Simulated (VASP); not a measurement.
Input of a VASP 6.6.1 run:

The input INCAR:

```
SYSTEM = Be3Te2O
ALGO = Normal
EDIFF = 1E-6
EDIFFG = -0.01
ENCUT = 520
GGA = PE
IBRION = 2
ISIF = 3
ISMEAR = 0
KPAR = 8
LASPH = .True.
LCHARG = .False.
LREAL = .False.
LWAVE = .False.
NELM = 120
NSW = 90
PREC = Accurate
SIGMA = 0.03
```

KPOINTS

```
k-points
0
Gamma
  6 6 4
  0 0 0
```

File POSCAR:

```
Be3Te2O
1.0
    5.4180000000     -3.1370000000      0.0000000000
    5.4180000000      3.1370000000      0.0000000000
    0.0000000000      0.0000000000      6.5580000000
Be Te O
6 4 2
Direct
    0.4093613600      0.8566039400      0.6003354700
    0.1433960600      0.5906386400      0.6003354700
    0.9271597100      0.0728402900      0.5661787100
    0.8566039400      0.4093613600      0.1003354700
    0.5906386400      0.1433960600      0.1003354700
    0.0728402900      0.9271597100      0.0661787100
    0.5115379500      0.1669412000      0.4937480900
    0.1669412000      0.5115379500      0.9937480900
    0.8330588000      0.4884620500      0.4937480900
    0.4884620500      0.8330588000      0.9937480900
    0.1692700000      0.8307300000      0.5753278400
    0.8307300000      0.1692700000      0.0753278400
```

Potentials or basis: VASP PAW PBE potentials, release 64 (Be, Te, O).

Launch:

```sh
$ cat potpaw_PBE.64/Be/POTCAR potpaw_PBE.64/Te/POTCAR potpaw_PBE.64/O/POTCAR > POTCAR
$ mpirun -np 8 vasp_std > vasp.out
```

**Question.** What does it give for the relaxed volume?

**Answer.** 18.70 Å³/atom.

**Question.** Estimate the relaxed cell.

**Answer.** a = 6.202 Å, b = 6.202 Å, c = 6.773 Å, α = 90.00°, β = 90.00°, γ = 59.44°.

**Question.** What does it give for the space group after relaxing (to 0.05 Å)?

**Answer.** Cmc2_1 (No. 36).

**Question.** What does it give for the band gap on the k mesh?

**Answer.** 2.01 eV, indirect (least direct gap 2.17 eV).

Step by step:
| step | energy change (eV) | largest force (eV/Å) | pressure (GPa) | volume (Å³) |
| --- | --- | --- | --- | --- |
| 1 | 0.0000 | 0.8426 | -0.40 | 222.92 |
| 2 | -0.1905 | 0.6135 | 0.31 | 221.40 |
| 3 | -0.2997 | 0.8873 | 1.58 | 219.00 |
| 4 | -0.3787 | 0.2253 | 0.52 | 221.19 |
| 5 | -0.3807 | 0.3119 | 0.35 | 221.63 |
| 6 | -0.3954 | 0.2523 | 0.01 | 222.54 |
| 7 | -0.4057 | 0.2401 | -0.66 | 224.50 |
| 8 | -0.4165 | 0.1684 | -0.37 | 223.87 |
| 9 | -0.4221 | 0.1262 | 0.02 | 223.04 |
| 10 | -0.4288 | 0.0964 | 0.11 | 222.94 |
| 11 | -0.4341 | 0.1781 | 0.28 | 222.75 |
| 12 | -0.4381 | 0.1210 | 0.05 | 223.76 |
| 13 | -0.4385 | 0.1830 | -0.08 | 224.29 |
| 14 | -0.4410 | 0.0981 | -0.18 | 224.83 |
| 15 | -0.4421 | 0.0575 | -0.31 | 225.53 |
| 16 | -0.4442 | 0.0538 | -0.07 | 224.84 |
| 17 | -0.4446 | 0.0714 | 0.07 | 224.45 |
| 18 | -0.4461 | 0.0410 | 0.06 | 224.32 |
| 19 | -0.4468 | 0.0892 | 0.05 | 224.15 |
| 20 | -0.4479 | 0.0601 | -0.02 | 224.24 |
| 21 | -0.4481 | 0.1082 | -0.07 | 224.31 |
| 22 | -0.4488 | 0.0969 | -0.06 | 224.29 |
| 23 | -0.4504 | 0.0631 | -0.02 | 224.24 |
| 24 | -0.4522 | 0.0418 | 0.03 | 224.12 |
| 25 | -0.4524 | 0.0547 | 0.07 | 224.08 |
| 26 | -0.4532 | 0.0392 | 0.02 | 224.22 |
| 27 | -0.4537 | 0.0360 | -0.08 | 224.50 |
| 28 | -0.4542 | 0.0279 | 0.00 | 224.29 |
| 29 | -0.4542 | 0.0233 | 0.05 | 224.17 |
| 30 | -0.4545 | 0.0134 | 0.01 | 224.29 |
| 31 | -0.4545 | 0.0080 | -0.02 | 224.35 |

Caveat: spin-orbit coupling is left out, which moves the levels of the heavy elements. A k mesh can miss the band edges.
